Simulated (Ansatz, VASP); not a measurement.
**Ge (Germanium): VASP beside Ansatz**

Aim: how closely do two programs agree when they are given the same cell, functional and k mesh? The cell is taken from a series of runs on this material, whose earlier steps may have relaxed, scaled, displaced or heated it; both programs get it as it stands.

Main program and level: Ansatz 0.2.0; plane waves, with VASP 6.6.1 beside it; zone-centre phonons at PBEsol.

## Step 1: Starting point

The structure is orthorhombic, space group Imma (No. 74). The conventional cell has a = 4.010 Å, b = 4.174 Å, c = 5.590 Å, α = 90.00°, β = 90.00°, γ = 90.00°. Nearest to Ge lie 4 Ge at 2.46 to 2.49 Å.

## Step 2: Ansatz: zone-centre phonons, PBEsol

Ansatz runs on its PAW soft_1 files.

Second derivatives magnify differences that forces hide, and they need a tight electronic threshold.

The input, input.yaml:

```yaml
crystal:
  lattice:
    - [0.0580197769, 2.8933577165, 2.7949969063]
    - [2.8933577165, 0.0580197769, 2.7949969063]
    - [2.9513774932, 2.9513774932, -2.0e-10]
  atoms:
    - { symbol: Ge, position: [0.5027370686, 0.5027370686, 0.4972629314] }
    - { symbol: Ge, position: [0.7472629314, 0.7472629314, 0.7527370686] }
kpoints:
  mp_grid: { grid: [16, 16, 16] }
hamiltonian:
  xc: pbesol
  pseudopotentials: { kind: paw, azcp: { folder: soft_1 }, xc_functional: pbe }
scf:
  occupations: { method: methfessel_paxton, width: 0.2 }
output:
  eigenvalues: true
phonons:
  method: dfpt
```

Launch:

```console
$ ansatz run input.yaml --threads 4 --pin off --max-ram 10240MiB --backend cpu --events-out ev --progress --plain --runs-dir out
```

Numbers of over 12 decimals in the logs are rounded to 6 here.

The program printed:

```text
zone centre: on kpoints.mp_grid the ground state, and the responses unless they are solved on pairs of k-points, stand on 1098 of the mesh's 4096 k-points, reduced under 2 symmetry operations, with k and −k counted as one. Each operation leaves every solved displacement unchanged or reverses it
Engine: ansatz 0.2.0, aarch64-unknown-linux-gnu
Pseudopotentials: kind: paw
Pseudopotential: Ge, paw, valence charge 14, recommended cutoff 420 eV (normal), soft_1/Ge.paw.azcp
Functional definition: PBEsol
  exchange = pbesol_x
  correlation = pbesol_c
Crystal: 2 atoms, lattice volume = 46.778 Å³
Basis set: ecut = 420 eV, 925 PW (Γ), exchange–correlation on 64×64×64 points (8 copies of the dense FFT grid, shifted against one another)
Bands: 18, of which v1, the nominal top of the filled ones, is band 14 counted from 1 (13 counted from 0)
Symmetry: 8 space group operations
k-points: 1098 of 4096 (irreducible under 2 space group operations, time reversal used)
Non-local potential: Ge, projectors of the file, l = 0: 2, l = 1: 2, l = 2: 3, l = 3: 1
PAW form: soft (Blöchl's): semilocal exchange-correlation on the pseudo side does not see the compensation charge
PAW frozen core: Ge, regenerated for the run's functional, and the local potential with it (the file was generated under x = pbe(κ = 0.804, μ = 0.219515), c = pbe(β = 0.066725))
PAW one-centre angular grid: Ge, 590 points (default); XC on 64 Gauss nodes
Initial density: superposition of atomic densities (chi_scale 0.1, normalization cell)
Initial wavefunctions: pseudopotential atomic-orbital guess
Functional: x = pbesol(κ = 0.804, μ = 0.123457), c = pbesol(β = 0.046)
SCF iter   1: F=—  HF=-8507.049630 eV  |F-HF|=—  |Δ(HF+E_count)|=         —  Δρ=3.37e-2  dr2=4.26e-1  ethr=3.10e-3  ⟨swp⟩=5.1  Hψ=88216  notcnv=0
preconditioner: auto → Kerker (q_TF=auto, 2.505 Å⁻¹)  [metal: Δε(μ)=0.044 eV  Ē_g=23.136 eV  σ=0.200 eV  W_gap=0.18  n_scr=14 (ndim 8)  ℏωp=28.7 eV  f_vac=0.000  D(μ)=0.06/eV (n_scr^D=0)]
SCF iter   2: F=—  HF=-8507.023367 eV  |F-HF|=—  |Δ(HF+E_count)|=   2.63e-2  S|Δr|=    0.00e0  Δρ=2.20e-2  dr2=2.12e-1  ethr=1.52e-3  ⟨swp⟩=1.0  Hψ=28548  notcnv=0
SCF iter   3: F=—  HF=-8506.981772 eV  |F-HF|=—  |Δ(HF+E_count)|=   4.16e-2  S|Δr|=    0.00e0  Δρ=3.69e-3  dr2=1.17e-2  ethr=7.59e-4  ⟨swp⟩=1.1  Hψ=19952  notcnv=0
SCF iter   4: F=—  HF=-8506.981236 eV  |F-HF|=—  |Δ(HF+E_count)|=   5.37e-4  S|Δr|=    0.00e0  Δρ=2.53e-3  dr2=4.37e-3  ethr=4.17e-5  ⟨swp⟩=2.0  Hψ=34015  notcnv=0
SCF iter   5: F=—  HF=-8506.982075 eV  |F-HF|=—  |Δ(HF+E_count)|=   8.39e-4  S|Δr|=    0.00e0  Δρ=5.91e-4  dr2=2.18e-4  ethr=1.56e-5  ⟨swp⟩=2.0  Hψ=35138  notcnv=0
SCF iter   6: F=—  HF=-8506.982248 eV  |F-HF|=—  |Δ(HF+E_count)|=   1.73e-4  S|Δr|=    0.00e0  Δρ=1.18e-4  dr2=5.62e-6  ethr=7.77e-7  ⟨swp⟩=2.0  Hψ=35178  notcnv=0
SCF iter   7: F=—  HF=-8506.982264 eV  |F-HF|=—  |Δ(HF+E_count)|=   1.61e-5  S|Δr|=    0.00e0  Δρ=2.45e-5  dr2=2.47e-7  ethr=2.01e-8  ⟨swp⟩=2.9  Hψ=35120  notcnv=0
SCF iter   8: F=—  HF=-8506.982263 eV  |F-HF|=—  |Δ(HF+E_count)|=   6.92e-7  S|Δr|=    0.00e0  Δρ=5.57e-6  dr2=2.16e-8  ethr=8.81e-10  ⟨swp⟩=2.0  Hψ=35184  notcnv=0
SCF iter   9: F=—  HF=-8506.982263 eV  |F-HF|=—  |Δ(HF+E_count)|=   2.37e-8  S|Δr|=    0.00e0  Δρ=2.21e-6  dr2=4.05e-9  ethr=7.73e-11  ⟨swp⟩=2.0  Hψ=24126  notcnv=0
SCF iter  10: F=—  HF=-8506.982263 eV  |F-HF|=—  |Δ(HF+E_count)|=   1.59e-9  S|Δr|=    0.00e0  Δρ=5.13e-7  dr2=1.72e-10  ethr=1.45e-11  ⟨swp⟩=2.0  Hψ=24158  notcnv=0
SCF iter  11: F=-8506.982263 eV  HF=-8506.982263 eV  |F-HF|=9.09e-12  |Δ(HF+E_count)|=  2.20e-10  S|Δr|=    0.00e0  Δρ=1.78e-7  dr2=8.95e-12  ethr=1.00e-12  ⟨swp⟩=4.0  Hψ=94227  notcnv=0
SCF 1 converged in 11 iterations: F = -8506.982263 eV  dr2 = 8.95e-12
  greatest PAW one-centre occupation: 0.998 electrons in one spin orbital (limit 2), on the Ge atom at site 1 (counted from 0), in its partial waves of l = 2
DFPT response loops at Γ: preconditioner auto → Kerker (q_TF=auto, 2.505 Å⁻¹) (partly filled bands, converged f_vac=0.066); β = 1.00, the filter's whole step (`scf.mixing.beta` (0.50) is not read by the response loops under this deck's `scf.mixing.preconditioner`; to damp them name `kerker` or `kerker_dos`, under which they read `scf.mixing.beta`, and type it under 1.00, their step now; both keys bind the ground state too); Broyden in place of MSR1
SCF converged after 11 iterations
Stability not checked: this state was not tested for a lower state beside it, because cold or Methfessel-Paxton smearing, or corrected tetrahedra, fill the levels in a way that the test cannot read (fill_not_monotonic; see scf.lower_state_search)
Free energy (F): -8506.982263 eV
Harris-Foulkes:  -8506.982263 eV  (|F-HF|=9.09e-12)
Internal energy: -8506.982663 eV  (E = F + TS)
E sigma→0 (E₀):  -8506.982363 eV
Entropy (-TS):   0.000400 eV (0.200 meV/atom)
Fermi energy:    7.980809 eV
--- Per-component energies (eV) ---
  E_band       = -314.005293
  E_kinetic    = 184.952594
  E_local      = -4549.443776  (includes V_loc(G=0)·N_el)
  E_nonlocal   = 438.320295
  E_hartree    = 2162.303483
  E_xc         = -141.843378
  E_vxc        = -129.855435  (∫ρ·V_xc dr)
  E_paw        = -3944.367815  (= ΣΔE_a)
  E_vpaw       = -582.585950  (= ΣTr[D̂ρ^β])
  E_aug_tail   = 0.000031  (compensation charges beyond the density's cutoff)
  E_ewald      = -2658.739972
  E_core_change = 1.835876  (= ΣΔE_core)
  E_smearing   = 0.000400  (= −TS)
  E_closure    = -0.000000  (closes the sum)
  Σ components = -8506.982263   (vs F -8506.982263, Δ=0.00e0)
--- Band table (eV; the first three rows and the last of 1098) ---
  k-point 0: bands = [... 10 lower, -4.5599, 7.6170, 7.7644, 8.0548, 8.1376, 10.3791, 10.4517, 10.7507]
  k-point 1: bands = [... 10 lower, -4.5149, 6.6119, 7.9358, 7.9611, 8.6169, 10.5064, 10.6201, 10.8662]
  k-point 2: bands = [... 10 lower, -4.3811, 5.4416, 7.7312, 7.7352, 8.9192, 10.7376, 11.1440, 11.3258]
  k-point 1097: bands = [... 10 lower, -0.7953, -0.5824, 4.6444, 5.0922, 8.2250, 8.8211, 17.0865, 17.3531]
--- Phonons (Γ-DFPT): 2 representative perturbations + reference, on 1098 of 4096 k-points (Σ response iterations 6) ---
  k mesh reduced under 2 symmetry operations, with k and −k counted as one. Each operation leaves every solved displacement unchanged or reverses it
  ASR residual: 1.478e-5 → 0.000e0 eV/Å²; symmetrization residual: 8.822e-9 eV/Å²
  ASR residual per site (eV/Å²): 1.48e-5 1.48e-5
  Γ frequencies (cm⁻¹): 0.00 0.00 0.00 268.86 275.93 278.28
  non-analytic LO–TO correction: not included (Born effective charges unavailable; polar crystals: no LO–TO splitting at Γ)
```

In the SCF lines HF is the Harris–Foulkes energy and dr2 the Hartree energy of the density residual, in eV; the loop may stop once dr2 is under the threshold and the program's other checks hold. Hψ counts applications of the Hamiltonian.

## Step 3: VASP: zone-centre phonons, PBEsol

The same cell, functional, mesh and smearing now go to VASP, with its own data sets.

Lines of VASP's logs that name or quote its potential files are left out, and so is its time.

The input, INCAR:

```
SYSTEM = Ge
PREC = Accurate
ENCUT = 500
EDIFF = 1E-08
NELM = 120
ISMEAR = 1
SIGMA = 0.2
LREAL = .FALSE.
ALGO = Normal
GGA = PS
NBANDS = 20
LORBIT = 11
LWAVE = .FALSE.
LCHARG = .FALSE.
ISIF = 2
IBRION = 8
LASPH = .TRUE.
GGA_COMPAT = .FALSE.
KPAR = 2
```

The input, POSCAR:

```
Ge
1.0
    0.0580197769      2.8933577165      2.7949969063
    2.8933577165      0.0580197769      2.7949969063
    2.9513774932      2.9513774932     -0.0000000002
Ge
2
Direct
    0.5027370686      0.5027370686      0.4972629314
    0.7472629314      0.7472629314      0.7527370686
```

The input, KPOINTS:

```
Automatic mesh
0
Gamma
16 16 16
0 0 0
```

Potentials, in the order of the species: Ge_d (PBE family, release 64).

Launch:

```console
$ mpirun -np 2 vasp_std
```

The program printed:

```text
[banner, memory and clock lines left out]
running    2 mpi-ranks, on    1 nodes
 distrk:  each k-point on    1 cores,    2 groups
 distr:  one band on    1 cores,    1 groups

 POSCAR found type information on POSCAR Ge
 POSCAR found :  1 types and       2 ions
|                                                                             |
|               ----> ADVICE to this user running VASP <----                  |
|                                                                             |
|     You enforced a specific xc type in the INCAR file but a different       |
|     [... a line on the potential file left out ...]
|     I HOPE YOU KNOW WHAT YOU ARE DOING!                                     |
|                                                                             |

 LDA part: xc-table for (Slater+PW92), standard interpolation
 POSCAR, INCAR and KPOINTS ok, starting setup
 FFT: planning ... GRIDC
 FFT: planning ... GRID_SOFT
 FFT: planning ... GRID
 WAVECAR not read
 entering main loop
       N       E                     dE             d eps       ncg     rms          rms(c)
DAV:   1     0.181245439351E+03    0.18125E+03   -0.14617E+04 26792   0.369E+03
DAV:   2     0.155960344623E+02   -0.16565E+03   -0.16125E+03 24908   0.577E+02
DAV:   3    -0.917752040907E+01   -0.24774E+02   -0.24608E+02 28016   0.144E+02
DAV:   4    -0.997451704008E+01   -0.79700E+00   -0.79646E+00 28036   0.304E+01
DAV:   5    -0.998793710133E+01   -0.13420E-01   -0.13420E-01 27972   0.432E+00    0.311E+00
DAV:   6    -0.989316803215E+01    0.94769E-01   -0.35730E-02 32960   0.242E+00    0.177E+00
DAV:   7    -0.984806662716E+01    0.45101E-01   -0.59171E-02 26112   0.253E+00    0.154E-01
DAV:   8    -0.984900462969E+01   -0.93800E-03   -0.71310E-03 28296   0.121E+00    0.539E-02
DAV:   9    -0.984911901392E+01   -0.11438E-03   -0.26044E-04 28468   0.219E-01    0.124E-02
DAV:  10    -0.984913312631E+01   -0.14112E-04   -0.22626E-05 30360   0.413E-02    0.550E-03
DAV:  11    -0.984913431613E+01   -0.11898E-05   -0.40927E-06 30312   0.228E-02    0.139E-03
DAV:  12    -0.984913424933E+01    0.66805E-07   -0.67873E-07 31904   0.136E-02    0.746E-04
DAV:  13    -0.984913429379E+01   -0.44463E-07   -0.74852E-08 32616   0.390E-03    0.203E-04
DAV:  14    -0.984913427979E+01    0.14005E-07   -0.87248E-09 17500   0.187E-03    0.756E-05
DAV:  15    -0.984913426861E+01    0.11175E-07   -0.17534E-09 14684   0.413E-04    0.256E-05
DAV:  16    -0.984913426873E+01   -0.11460E-09   -0.21414E-10 13856   0.209E-04
   1 F= -.98491343E+01 E0= -.98492648E+01  d E =0.391490E-03
 Linear response reoptimize wavefunctions to high precision
DAV:   1    -0.984913426867E+01    0.55479E-10   -0.70667E-11 14344   0.126E-04
 Linear response DOF=           2
 Linear response progress:
  Degree of freedom:   1/  2
       N       E                     dE             d eps       ncg     rms          rms(c)
RMM:   1    -0.186983197496E+00   -0.18698E+00    0.81457E+00100920   0.443E+01
RMM:   2    -0.194104099017E+00   -0.71209E-02   -0.12454E-02132226   0.105E+00    0.723E-02
RMM:   3    -0.194122929433E+00   -0.18830E-04   -0.92205E-04140466   0.314E-01    0.418E-02
RMM:   4    -0.194020028877E+00    0.10290E-03   -0.56946E-05149777   0.790E-02    0.443E-03
RMM:   5    -0.194020086751E+00   -0.57874E-07   -0.36330E-06144751   0.177E-02    0.230E-03
RMM:   6    -0.194025533139E+00   -0.54464E-05   -0.16307E-07146446   0.490E-03    0.290E-04
RMM:   7    -0.194024531361E+00    0.10018E-05   -0.12371E-08151313   0.157E-03    0.177E-04
RMM:   8    -0.194023336881E+00    0.11945E-05    0.48440E-08152895   0.583E-04    0.394E-05
RMM:   9    -0.194023292529E+00    0.44352E-07    0.28766E-08156022   0.244E-04    0.190E-05
RMM:  10    -0.194023453417E+00   -0.16089E-06   -0.20533E-08156844   0.114E-04    0.618E-06
RMM:  11    -0.194023492134E+00   -0.38717E-07   -0.21269E-08158905   0.630E-05    0.311E-06
RMM:  12    -0.194023515980E+00   -0.23846E-07   -0.22365E-09156441   0.416E-05    0.179E-06
RMM:  13    -0.194023531717E+00   -0.15737E-07   -0.12059E-08140074   0.323E-05    0.257E-07
RMM:  14    -0.194023532413E+00   -0.69621E-09   -0.39050E-09112489   0.274E-05    0.177E-07
 first order change of Fermi-energy   0.22645E-04
 force on displaced ion       1 direction 1 : -10.006   0.400  -0.000
 Linear response progress:
  Degree of freedom:   2/  2
       N       E                     dE             d eps       ncg     rms          rms(c)
RMM:   1    -0.186668999804E+00   -0.18667E+00    0.83140E+00 30314   0.448E+01
RMM:   2    -0.193828746920E+00   -0.71597E-02   -0.13017E-02 40501   0.106E+00    0.698E-02
RMM:   3    -0.193826214824E+00    0.25321E-05   -0.87225E-04 42508   0.303E-01    0.403E-02
RMM:   4    -0.193714088941E+00    0.11213E-03   -0.59487E-05 45446   0.789E-02    0.474E-03
RMM:   5    -0.193714294961E+00   -0.20602E-06   -0.33044E-06 43507   0.176E-02    0.221E-03
RMM:   6    -0.193720092961E+00   -0.57980E-05   -0.22132E-07 44462   0.507E-03    0.399E-04
RMM:   7    -0.193719779889E+00    0.31307E-06   -0.29165E-08 45561   0.151E-03    0.191E-04
RMM:   8    -0.193719035514E+00    0.74437E-06   -0.47663E-09 46240   0.551E-04    0.430E-05
RMM:   9    -0.193718924324E+00    0.11119E-06   -0.79255E-10 41367   0.246E-04    0.175E-05
RMM:  10    -0.193719036146E+00   -0.11182E-06    0.57279E-09 45444   0.119E-04    0.607E-06
RMM:  11    -0.193719065861E+00   -0.29715E-07   -0.10876E-08 47016   0.616E-05    0.347E-06
RMM:  12    -0.193719106813E+00   -0.40952E-07   -0.11587E-08 47663   0.401E-05    0.936E-07
RMM:  13    -0.193719106245E+00    0.56779E-09    0.45415E-09 38028   0.308E-05    0.566E-07
 first order change of Fermi-energy   0.12281E+01
 force on displaced ion       1 direction 3 :  -0.000  -0.000 -10.134
 Linear response finished
```

OUTCAR, selected parts (step 3):

```text
ion  position               nearest neighbor table
   1  0.503  0.503  0.497-   2 2.46   2 2.46   2 2.49   2 2.49
   2  0.747  0.747  0.753-   1 2.46   1 2.46   1 2.49   1 2.49

  LATTYP: Found a body centered orthorhombic cell.
 ALAT       =     4.0097733681
 B/A-ratio  =     1.0409261810
 C/A-ratio  =     1.3940922091

 Subroutine GETGRP returns: Found  8 space group operations
 (whereof  4 operations were pure point group operations)

The static configuration has the point symmetry C_2v.
 The point group associated with its full space group is D_2h.

 Found    621 irreducible k-points:

   k-points           NKPTS =    621   k-points in BZ     NKDIM =    621   number of bands    NBANDS=     20

   dimension x,y,z NGX =    30 NGY =   30 NGZ =   30
   dimension x,y,z NGXF=    60 NGYF=   60 NGZF=   60

   ENCUT  =  500.0 eV  36.75 Ry    6.06 a.u.   7.34  7.34  7.61*2*pi/ulx,y,z

   NELECT =      28.0000    total number of electrons

 k-points in reciprocal lattice and weights: Automatic mesh
   0.00000000  0.00000000  0.00000000       0.000
   0.06250000  0.00000000  0.00000000       0.001
   0.12500000  0.00000000  0.00000000       0.001
   0.18750000 -0.00000000  0.00000000       0.001
   0.25000000  0.00000000  0.00000000       0.001
   0.31250000 -0.00000000 -0.00000000       0.001
   0.37500000 -0.00000000  0.00000000       0.001
   0.43750000  0.00000000 -0.00000000       0.001
   0.50000000  0.00000000  0.00000000       0.000
[...]
0.25000000  0.25000000  0.50000000       0.000
  -0.25000000  0.25000000  0.50000000       0.000

 average (electrostatic) potential at core
       1 -74.4480       2 -74.4480

  Total       -0.6622129     -0.6622129     -0.0364448     -0.6239825      0.0000000      0.0000000
  in kB      -22.6812655    -22.6812655     -1.2482593    -21.3718494      0.0000000      0.0000000
  external PRESSURE =     -15.5369301 kB  Pullay stress =       0.0000000 kB

  energy-cutoff  :      500.00
  volume of cell :       46.78
      direct lattice vectors                 reciprocal lattice vectors
     0.058019777  2.893357717  2.794996906    -0.176345822  0.176345822  0.178891075
     2.893357717  0.058019777  2.794996906     0.176345822 -0.176345822  0.178891075
     2.951377493  2.951377493 -0.000000000     0.169412419  0.169412419 -0.178891075

 POSITION                                       TOTAL-FORCE (eV/Angst)
 -----------------------------------------------------------------------------------
      2.95138      2.95138      2.81030        -0.000000     -0.000000     -0.001614
      4.42707      4.42707      4.17720         0.000000      0.000000      0.001614
 -----------------------------------------------------------------------------------
    total drift:                                0.000000      0.000000      0.000000

 Eigenvectors and eigenvalues of the dynamical matrix
 ----------------------------------------------------

   1 f  =    8.369979 THz    52.590128 2PiTHz  279.192441 cm-1    34.615435 meV
             X         Y         Z           dx          dy          dz
      2.951377  2.951377  2.810297     0.500000   -0.500000    0.000000
      4.427066  4.427066  4.177195    -0.500000    0.500000   -0.000000

   2 f  =    8.259538 THz    51.896208 2PiTHz  275.508533 cm-1    34.158689 meV
             X         Y         Z           dx          dy          dz
      2.951377  2.951377  2.810297     0.000000    0.000000    0.707107
      4.427066  4.427066  4.177195    -0.000000   -0.000000   -0.707107

   3 f  =    8.041618 THz    50.526973 2PiTHz  268.239488 cm-1    33.257443 meV
             X         Y         Z           dx          dy          dz
      2.951377  2.951377  2.810297     0.500000    0.500000   -0.000000
      4.427066  4.427066  4.177195    -0.500000   -0.500000    0.000000

   4 f  =    0.000000 THz     0.000000 2PiTHz    0.000002 cm-1     0.000000 meV
             X         Y         Z           dx          dy          dz
      2.951377  2.951377  2.810297     0.588031   -0.392602   -0.009133
      4.427066  4.427066  4.177195     0.588031   -0.392602   -0.009133

   5 f/i=    0.000000 THz     0.000000 2PiTHz    0.000002 cm-1     0.000000 meV
             X         Y         Z           dx          dy          dz
      2.951377  2.951377  2.810297     0.392667    0.587573    0.023889
      4.427066  4.427066  4.177195     0.392667    0.587573    0.023889

   6 f/i=    0.000000 THz     0.000001 2PiTHz    0.000004 cm-1     0.000000 meV
             X         Y         Z           dx          dy          dz
      2.951377  2.951377  2.810297     0.005675    0.024938   -0.706644
      4.427066  4.427066  4.177195     0.005675    0.024938   -0.706644

 ELASTIC MODULI CONTR FROM IONIC RELAXATION (kBar)
 Direction    XX          YY          ZZ          XY          YZ          ZX
 --------------------------------------------------------------------------------
 XX          -1.0570     -1.0570     -1.9249     13.9480      0.0000     -0.0000
 YY          -1.0570     -1.0570     -1.9249     13.9480     -0.0000      0.0000
 ZZ          -1.9249     -1.9249     -3.5055     25.4006      0.0000      0.0000
 XY          13.9480     13.9480     25.4006   -184.0528      0.0000      0.0000
 YZ           0.0000     -0.0000      0.0000      0.0000   -181.7568     42.2628
 ZX          -0.0000      0.0000      0.0000      0.0000     42.2628   -162.8685
 --------------------------------------------------------------------------------
```

## Step 4: Side by side

Known differences besides the potentials themselves: the cutoff is 420 eV in Ansatz and 500 eV in VASP; Ansatz makes its cores anew for this functional, VASP keeps those of its PBE data sets. Total energies have different zeros and are not compared.

Compared:

```
             quantity  Ansatz   VASP  difference
optical mode 1 (cm⁻¹)   268.9  268.2     +0.23 %
optical mode 2 (cm⁻¹)   275.9  275.5     +0.15 %
optical mode 3 (cm⁻¹)   278.3  279.2     -0.33 %
```

Modes are paired by rising frequency, not by their patterns, so a pair may set unlike modes beside each other; they are those without the splitting of longitudinal modes.

## Step 5: Summary of results

* r.m.s. difference of the optical zone-centre modes, each program's sorted by frequency (zone-centre phonons, PBEsol): 0.68 cm⁻¹

What this shows: The r.m.s. difference of the optical zone-centre modes, each program's sorted by frequency is 0.68 cm⁻¹ (zone-centre phonons, PBEsol). How closely two codes agree says nothing of how well the functional describes the real material.

[Lines on the potential files, build, host, timing and source positions are cut from VASP's logs without a mark.]

[Logs are printed without paths, hosts, clocks, repeated set-up lines and the standing remarks that a program may print on its own settings, such as how far it seeks lower states.]

[Hosts, paths, dates, database ids (printed as entryN), source tags and the programs' standing remarks are cut or masked in the printed files.]
